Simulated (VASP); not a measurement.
LiBe16, 17 atoms in the cell. The cell holds a slab with vacuum, 17 atoms: a = 4.580 Å, b = 4.580 Å, c = 18.383 Å, α = 90.00°, β = 90.00°, γ = 60.00°. The cell was built by a generator and needn't be a form met in nature.

* Program: VASP 6.6.1
* Task: single point
* Functional: PBE
* Potentials or basis: VASP PAW PBE potentials, release 64 (Be, Li_sv)
* Cutoff: 520 eV
* k mesh: 5 × 5 × 1
* Occupations: gaussian, width 0.1 eV
* Spin: no spin polarisation
* Dipole correction: no
* Further INCAR settings: LREAL = Auto; ALGO = Fast; EDIFF = 1e-07; NBANDS = 32

Potentials or basis: VASP PAW PBE potentials, release 64 (Be, Li_sv).

Launch:

```bash
$ cat potpaw_PBE.64/Be/POTCAR potpaw_PBE.64/Li_sv/POTCAR > POTCAR
$ mpirun -np 1 vasp_std > vasp.out
```

Hardware: 1 thread of Intel(R) Xeon(R) Platinum 8488C (Sapphire Rapids), on a shared host.

Problem. How long does it take, and how much memory?

Solution. It took 5.4 min on 1 thread of Intel(R) Xeon(R) Platinum 8488C (Sapphire Rapids), with other jobs on the host, peak memory 0.44 GiB. Counts: scf iterations 27, k points 13.
